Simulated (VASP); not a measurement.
Data:

```yaml
crystal:
  lattice:
    - [1.99749, -3.45975, 0.00000]
    - [1.99749, 3.45975, 0.00000]
    - [0.00000, 0.00000, 4.87577]
  atoms:
    - { symbol: Al, position: [0.00000, 0.00000, 0.00000] }
    - { symbol: Al, position: [0.33333, 0.66667, 0.64773] }
    - { symbol: Al, position: [0.66667, 0.33333, 0.35227] }
    - { symbol: Ni, position: [0.33333, 0.66667, 0.14596] }
    - { symbol: Ni, position: [0.66667, 0.33333, 0.85404] }
```

Calculation: PBEsol GGA, VASP's PBE PAW potentials (set 64) (plane waves; VASP). Run with 400 eV cut-off, Gaussian smearing of 0.050 eV, potentials Al Ni.

Task: Give the energies of bands 4 to 17 at the high-symmetry points, in eV from the Fermi level.

Result: 
```tsv
band	Γ	M	K	A	L	H
4	-3.57	-3.63	-3.42	-3.66	-5.48	-5.17
5	-3.57	-3.05	-3.42	-3.57	-3.61	-5.17
6	-3.00	-2.88	-3.15	-3.09	-2.94	-4.39
7	-3.00	-2.39	-2.59	-3.09	-2.88	-2.68
8	-2.11	-2.36	-2.37	-2.01	-2.48	-2.68
9	-2.11	-2.29	-2.37	-1.78	-2.41	-2.60
10	-1.73	-2.17	-2.36	-1.78	-2.37	-1.97
11	-1.67	-1.95	-1.88	-1.77	-1.91	-1.82
12	-1.67	-1.85	-1.87	-1.77	-1.76	-1.82
13	-1.29	-1.56	-1.87	2.77	-1.72	-1.64
14	1.32	-1.54	-0.82	2.77	-1.06	-1.37
15	1.32	-1.25	-0.82	2.91	-0.30	-1.37
16	3.20	1.35	1.24	2.91	1.56	-0.13
17	3.20	2.07	2.44	3.26	2.16	5.91
```

It has no gap at this level: it comes out as a metal or semimetal.

The compound is Al3Ni2 in the sg164 structure. It was relaxed first. The run is not spin-polarised, so no magnetic state was tried. The electron count is odd and the run is not spin-polarised, which forces a metal.
